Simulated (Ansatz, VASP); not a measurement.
# Ir (Ir wire along [110], 3 atoms a period): VASP beside Ansatz

Aim: how closely do two programs agree when they are given the same cell, functional and k mesh? Of the first pair: The structure shown is the start of the Ansatz relaxation below; VASP solves that cell, so the two are compared at the walk's first step.

Calculated with Ansatz 0.2.0; plane waves, with VASP 6.6.1 beside it; single point at PBE.

## (1) The starting structure

The cell holds 3 atoms: 3 Ir. Cell: a = 8.735 Å, b = 9.537 Å, c = 2.737 Å, α = 90.0°, β = 90.0°, γ = 90.0°. Vacuum lies along a and b. The structure's axis is c.

## (2) Ansatz: relaxation, PBE

Ansatz runs on its default PAW (the set named soft_2) files.

The two programs are compared at the cell with which this relaxation starts, whose forces are those of its first step.

File input.yaml:

```yaml
crystal:
  lattice:
    - [8.735, 0.0, 0.0]
    - [0.0, 9.537, 0.0]
    - [0.0, 0.0, 2.7365032432]
  atoms:
    - { symbol: Ir, position: [0.389238695, 0.356506239, 0.0], spin: 0.8 }
    - { symbol: Ir, position: [0.610761305, 0.499973956, 0.5], spin: 0.8 }
    - { symbol: Ir, position: [0.389238695, 0.643441674, 0.0], spin: 0.8 }
magnetization:
  spin_polarized: true
kpoints:
  mp_grid: { grid: [1, 1, 30] }
scf:
  occupations: { method: fermi_dirac, width: 0.05 }
hamiltonian:
  xc: pbe
relax:
  cell: { fix: [a, b, alpha, beta, gamma] }
  max_steps: 60
```

The run is started by

```console
> ansatz run input.yaml --threads 4 --pin off --max-ram 16384MiB --backend cpu --events-out ev --progress --plain --runs-dir out
```

Numbers of over 12 decimals in the logs are rounded to 6 here.

Output:

```text
Engine: ansatz 0.2.0, aarch64-unknown-linux-gnu
Pseudopotentials: kind: paw
Pseudopotential: Ir, paw, valence charge 17, recommended cutoff 420 eV (normal), Ir.paw.azcp
Functional definition: PBE
  parameter kappa = 0.804
  parameter beta = 0.066725
  exchange = pbe_x(kappa = kappa, mu = beta*pi^2/3)
  correlation = pbe_c(beta = beta)
Crystal: 3 atoms, lattice volume = 227.966 Å³
Basis set: ecut = 420 eV, 4483 PW (Γ), exchange–correlation on 120×128×40 points (8 copies of the dense FFT grid, shifted against one another)
Bands: 33, of which v1, the nominal top of the filled ones, is band 26 counted from 1 (25 counted from 0)
Symmetry: 4 space group operations
Space group: Pmm2 (ITA 25), of the structure as read, at distance tolerance 6.1e-5 Å
Magnetic group: BNS 25.57 (UNI 155), of the structure as read, at distance tolerance 6.1e-5 Å
k-points: 16 of 30
Non-local potential: Ir, projectors of the file, l = 0: 3, l = 1: 2, l = 2: 2, l = 3: 1
PAW form: soft (Blöchl's): semilocal exchange-correlation on the pseudo side does not see the compensation charge
PAW one-centre angular grid: Ir, 590 points (default); XC on 64 Gauss nodes
Initial density: superposition of atomic densities (neutral atoms: chi_scale 0, normalization atom)
Starting moments: Σ|m| = 2.4 μB on 3 of 3 sites
Initial wavefunctions: pseudopotential atomic-orbital guess
Functional: x = pbe(κ = 0.804, μ = 0.219515), c = pbe(β = 0.066725)
SCF iter   1: F=—  HF=-35797.259529 eV  |F-HF|=—  |Δ(HF+E_count)|=         —  Δρ=1.41e-2 (↑1.19e-2 ↓1.41e-2)  dr2=3.10e0  dr2_m=4.08e-2  M=2.254 μB ∫|m|=2.260 μB  β_m=0.30  ethr=3.10e-3  ⟨swp⟩=6.9  Hψ=4540  notcnv=0
Mixer restart at iter 1: flushing history
preconditioner: auto → LDOS  [metal: Δε(μ)=0.010 eV  Ē_g=4.973 eV  σ=0.050 eV  W_gap=0.05  n_scr=30 (ndim 8)  ℏωp=12.8 eV  f_vac=0.603  D(μ)=10.84/eV (n_scr^D=98)]
spin=Collinear: LDOS preconditioning applied to the charge; magnetization (m = ρ↑ − ρ↓) channel mixes plain (no charge-response kernel on spin).
SCF iter   2: F=—  HF=-35797.253290 eV  |F-HF|=—  |Δ(HF+E_count)|=   6.24e-3  Δρ=8.50e-3 (↑7.67e-3 ↓8.50e-3)  dr2=6.55e-1  dr2_m=2.57e-2  M=2.258 μB ∫|m|=2.267 μB  β_m=0.41  ethr=3.10e-3  ⟨swp⟩=2.0  Hψ=1913  notcnv=0  defer=19
SCF iter   3: F=—  HF=-35797.547884 eV  |F-HF|=—  |Δ(HF+E_count)|=   2.95e-1  Δρ=4.23e-3 (↑3.85e-3 ↓4.23e-3)  dr2=7.34e-2  dr2_m=8.64e-3  M=2.254 μB ∫|m|=2.276 μB  β_m=0.69  ethr=1.28e-3  ⟨swp⟩=2.0  Hψ=1700  notcnv=0  defer=19
SCF iter   4: F=—  HF=-35797.686121 eV  |F-HF|=—  |Δ(HF+E_count)|=         —  Δρ=2.30e-3 (↑1.70e-3 ↓2.30e-3)  dr2=1.41e-2  dr2_m=6.20e-3  M=2.170 μB ∫|m|=2.214 μB  β_m=0.69  ethr=1.44e-4  ⟨swp⟩=2.7  Hψ=1903  notcnv=0  defer=20
SCF iter   5: F=—  HF=-35797.688421 eV  |F-HF|=—  |Δ(HF+E_count)|=   2.30e-3  Δρ=1.13e-3 (↑8.14e-4 ↓1.13e-3)  dr2=1.18e-3  dr2_m=1.69e-3  M=2.188 μB ∫|m|=2.235 μB  β_m=0.84  ethr=2.77e-5  ⟨swp⟩=2.2  Hψ=1757  notcnv=0  defer=21
SCF iter   6: F=—  HF=-35797.690649 eV  |F-HF|=—  |Δ(HF+E_count)|=   2.23e-3  Δρ=3.92e-4 (↑2.77e-4 ↓3.92e-4)  dr2=5.08e-4  dr2_m=1.48e-4  M=2.214 μB ∫|m|=2.264 μB  β_m=0.81  ethr=2.31e-6  ⟨swp⟩=2.4  Hψ=2227  notcnv=0  defer=21
SCF iter   7: F=—  HF=-35797.690716 eV  |F-HF|=—  |Δ(HF+E_count)|=   6.66e-5  Δρ=2.53e-4 (↑2.53e-4 ↓2.17e-4)  dr2=4.64e-5  dr2_m=1.04e-4  M=2.238 μB ∫|m|=2.290 μB  β_m=0.91  ethr=9.96e-7  ⟨swp⟩=2.3  Hψ=1819  notcnv=0  defer=21
SCF iter   8: F=—  HF=-35797.690832 eV  |F-HF|=—  |Δ(HF+E_count)|=   1.17e-4  Δρ=1.34e-4 (↑1.34e-4 ↓1.13e-4)  dr2=3.65e-5  dr2_m=2.60e-5  M=2.275 μB ∫|m|=2.328 μB  β_m=0.91  ethr=9.10e-8  ⟨swp⟩=3.0  Hψ=2305  notcnv=0  defer=21
SCF iter   9: F=—  HF=-35797.690843 eV  |F-HF|=—  |Δ(HF+E_count)|=   1.03e-5  Δρ=6.86e-5 (↑6.17e-5 ↓6.86e-5)  dr2=1.62e-5  dr2_m=6.78e-6  M=2.298 μB ∫|m|=2.351 μB  β_m=0.92  ethr=7.15e-8  ⟨swp⟩=2.0  Hψ=1802  notcnv=0  defer=21
[...]
the starting moments were not kept: the SCF closed with an absolute magnetisation of 6.4e-5 μB, where they sum to 2.4 μB in size (3 sites). That is at most 0.1 of that sum. Measured as dr2_m measures the in/out step, that magnetisation stands 6.1e-10 eV from none, at or under the dr2_threshold of 3.6e-8 eV: it is no larger than a step whose dr2_m would equal this threshold.
SCF 8 converged in 11 iterations: F = -35798.878490 eV  dr2 = 7.35e-10
relax step   8: F+E_penalty+E_count = -35798.87848980 eV  Δ(F+E_penalty+E_count) = -9.799e-5 eV  max|allowed force component| = 9.034e-3 eV/Å  Δτ_max = 0.0037 Å  P = +0.044 GPa  Ω = 207.050 Å³  energy of the carried Pulay correction = +1.860e-3 eV  fix = [a, b, alpha, beta, gamma]  reactions: a -0.042, b +0.145 GPa  (11 SCF iters, dr2 threshold 3.62e-8 eV, accepted)
Basis set: ecut = 420 eV, 3999 PW (Γ), exchange–correlation on 120×128×36 points (8 copies of the dense FFT grid, shifted against one another)
Initial wavefunctions: pseudopotential atomic-orbital guess (no wavefunctions were taken with the density)
iter 1 solved again at ethr=3.85e-6 eV; its pass at ethr=3.10e-3 eV (dr2=1.97e-3 eV) is discarded
SCF iter   1: F=—  HF=-35798.874719 eV  |F-HF|=—  |Δ(HF+E_count)|=         —  Δρ=1.14e-4 (↑1.14e-4 ↓1.14e-4)  dr2=2.59e-5  dr2_m=2.84e-11  M=-0.000 μB ∫|m|=0.000 μB  β_m=0.65  ethr=3.85e-6  ⟨swp⟩=3.0  Hψ=7294  notcnv=0
eigensolver tolerance schedule: the retry pair's looser diagonalisation over-reported the residual by 74.93 of it (diagonalisation noise at 0.10 of the residual, at the tolerance the schedule requests for it); recorded, not acted on — ethr = c·dr2/N_el stays at c = 1.0e-1
preconditioner: auto → LDOS  [metal: Δε(μ)=0.047 eV  Ē_g=5.862 eV  σ=0.050 eV  W_gap=0.23  n_scr=16 (ndim 8)  ℏωp=13.4 eV  f_vac=0.625  D(μ)=5.89/eV (n_scr^D=36)]
spin=Collinear: LDOS preconditioning applied to the charge; magnetization (m = ρ↑ − ρ↓) channel mixes plain (no charge-response kernel on spin).
SCF iter   2: F=—  HF=-35798.874880 eV  |F-HF|=—  |Δ(HF+E_count)|=   1.62e-4  Δρ=3.67e-5 (↑3.67e-5 ↓3.67e-5)  dr2=1.83e-6  dr2_m=1.37e-11  M=-0.000 μB ∫|m|=0.000 μB  β_m=0.56  ethr=5.08e-8  ⟨swp⟩=2.9  Hψ=2072  notcnv=0
SCF iter   3: F=—  HF=-35798.874883 eV  |F-HF|=—  |Δ(HF+E_count)|=   2.54e-6  Δρ=1.10e-5 (↑1.10e-5 ↓1.10e-5)  dr2=5.02e-7  dr2_m=6.95e-12  M=-0.000 μB ∫|m|=0.000 μB  β_m=0.58  ethr=3.59e-9  ⟨swp⟩=2.0  Hψ=1494  notcnv=0
SCF iter   4: F=—  HF=-35798.874883 eV  |F-HF|=—  |Δ(HF+E_count)|=   2.43e-7  Δρ=3.66e-6 (↑3.66e-6 ↓3.62e-6)  dr2=6.52e-8  dr2_m=4.36e-12  M=-0.000 μB ∫|m|=0.000 μB  β_m=0.60  ethr=9.85e-10  ⟨swp⟩=2.0  Hψ=1457  notcnv=0
SCF iter   5: F=—  HF=-35798.874883 eV  |F-HF|=—  |Δ(HF+E_count)|=   3.47e-8  Δρ=1.26e-6 (↑1.26e-6 ↓1.24e-6)  dr2=1.22e-8  dr2_m=3.21e-12  M=-0.000 μB ∫|m|=0.000 μB  β_m=0.72  ethr=1.28e-10  ⟨swp⟩=2.0  Hψ=1508  notcnv=0
SCF iter   6: F=—  HF=-35798.874883 eV  |F-HF|=—  |Δ(HF+E_count)|=   7.89e-9  Δρ=2.68e-7 (↑2.68e-7 ↓2.47e-7)  dr2=7.94e-10  dr2_m=2.46e-12  M=-0.000 μB ∫|m|=0.000 μB  β_m=0.76  ethr=2.39e-11  ⟨swp⟩=2.0  Hψ=1485  notcnv=0
SCF iter   7: F=—  HF=-35798.874883 eV  |F-HF|=—  |Δ(HF+E_count)|=  9.53e-10  Δρ=9.96e-8 (↑9.96e-8 ↓8.34e-8)  dr2=8.81e-11  dr2_m=2.95e-12  M=-0.000 μB ∫|m|=0.000 μB  β_m=0.73  ethr=1.56e-12  ⟨swp⟩=2.2  Hψ=1675  notcnv=0
SCF iter   8: F=—  HF=-35798.874883 eV  |F-HF|=—  |Δ(HF+E_count)|=  2.18e-11  Δρ=5.08e-8 (↑4.71e-8 ↓5.08e-8)  dr2=9.39e-12  dr2_m=2.68e-12  M=-0.000 μB ∫|m|=0.000 μB  β_m=0.76  ethr=1.00e-12  ⟨swp⟩=2.0  Hψ=1371  notcnv=0
SCF iter   9: F=-35798.874883 eV  HF=-35798.874883 eV  |F-HF|=1.46e-11  |Δ(HF+E_count)|=  1.46e-11  Δρ=2.54e-8 (↑2.54e-8 ↓1.76e-8)  dr2=3.19e-12  dr2_m=5.41e-13  M=-0.000 μB ∫|m|=0.000 μB  ethr=1.00e-12  ⟨swp⟩=5.0  Hψ=4689  notcnv=0
the starting moments were not kept: the SCF closed with an absolute magnetisation of 3.5e-5 μB, where they sum to 2.4 μB in size (3 sites). That is at most 0.1 of that sum.
SCF 9 converged in 9 iterations: F = -35798.874883 eV  dr2 = 3.19e-12
relax step   9: F+E_penalty+E_count = -35798.87488312 eV  Δ(F+E_penalty+E_count) = +3.607e-3 eV  max|allowed force component| = 9.460e-3 eV/Å  Δτ_max = 0.0000 Å  P = +0.053 GPa  Ω = 207.050 Å³  fix = [a, b, alpha, beta, gamma]  reactions: a -0.036, b +0.149 GPa  stress off target by 4.50e-2 GPa on what of the cell is left free  SCF on the basis re-selected at this cell (its energy is not comparable with the rows above)  (9 SCF iters)
basis re-selected at this cell: Δ(F+E_penalty+E_count) = +3.607e-3 eV, ΔP = +0.008 GPa vs the last step (what re-selecting the basis moved, of the pressure what is left beyond the Pulay correction that the steps carried, after the strain that the cell walked since its last selection, with what the two solves' SCF thresholds leave and, on support functions, any second-order correction that the steps lacked; it is no measure of the basis error at this ecutwfc). The dense FFT grid was sized anew with the basis: this SCF ran on 60×64×18 points, the steps before it on 60×64×20, so part of this shift can come from that change (see relax.cell in the input reference). [rest of the remark cut]
SCF converged after 9 iterations
Magnetization: -0.0000 μB (25.5000 up, 25.5000 down)
Absolute magnetization: 0.0000 μB (∫|ρ↑−ρ↓|, with the PAW one-centre terms)
Spin contamination: 0.0000 ħ² per cell (⟨S²⟩ above its minimum at these occupations)
Per-site moments (μB) at R_I (Å): [(-1.2429316566388824e-5, 1.022728), (-1.8064537489701254e-6, 1.025236), (-1.242931656663356e-5, 1.022728)]
Free energy (F): -35798.874883 eV
Harris-Foulkes:  -35798.874883 eV  (|F-HF|=1.46e-11)
Internal energy: -35798.825936 eV  (E = F + TS)
E sigma→0 (E₀):  -35798.850410 eV
Entropy (-TS):   -0.048947 eV (-16.316 meV/atom)
Fermi energy:    1.015615 eV
--- Per-component energies (eV) ---
  E_band       = -1451.475587
  E_kinetic    = 1862.776705
  E_local      = -18549.598024  (includes V_loc(G=0)·N_el)
  E_nonlocal   = 224.925799
  E_hartree    = 8298.980430
  E_xc         = -795.859388
  E_vxc        = -888.961832  (∫ρ·V_xc dr)
  E_paw        = -27672.177117  (= ΣΔE_a)
  E_vpaw       = -698.579235  (= ΣTr[D̂ρ^β])
  E_aug_tail   = 0.000189  (compensation charges beyond the density's cutoff)
  E_ewald      = 832.125469
  E_smearing   = -0.048947  (= −TS)
  E_closure    = 0.000000  (closes the sum)
  Σ components = -35798.874883   (vs F -35798.874883, Δ=0.00e0)
--- Forces (eV/Å), atoms counted from 1 ---
  atom   1  Ir     0.00133729     0.00945987     0.00000000
  atom   2  Ir    -0.00267048     0.00000000     0.00000000
  atom   3  Ir     0.00133729    -0.00945987     0.00000000
  max |Σ_I F_I| component: 4.11e-6 eV/Å
--- Stress (GPa, compression-positive) ---
       -0.036325       0.000000       0.000000
        0.000000       0.149457       0.000000
        0.000000       0.000000       0.045045
  P = ⅓ Tr σ = 0.0527 GPa (0.527 kbar)
--- Relaxed structure (8 steps of the walk, 8 accepted, 1 SCFs on fresh bases) ---
  F+E_penalty+E_count = -35798.87488312 eV   max|allowed force component| = 9.460e-3 eV/Å   (the final SCF, on the basis selected at the relaxed cell)
  cell:  # Å, volume = 207.0498 Å³
    - [8.735, 0.0, 0.0]
    - [0.0, 9.537, 0.0]
    - [0.0, 0.0, 2.485422]
  atoms:
    - { symbol: Ir, position: [0.388449, 0.369989, 0.0] }
    - { symbol: Ir, position: [0.612340, 0.499974, 0.500000] }
    - { symbol: Ir, position: [0.388449, 0.629959, 0.0] }
```

(Continued in part 2 of 2.)

[Lines on the potential files, build, host, timing and source positions are cut from VASP's logs without a mark.]

[Logs are printed without paths, hosts, clocks, repeated set-up lines and the standing remarks that a program may print on its own settings, such as how far it seeks lower states.]

[Hosts, paths, dates, database ids (printed as entryN), source tags and the programs' standing remarks are cut or masked in the printed files.]
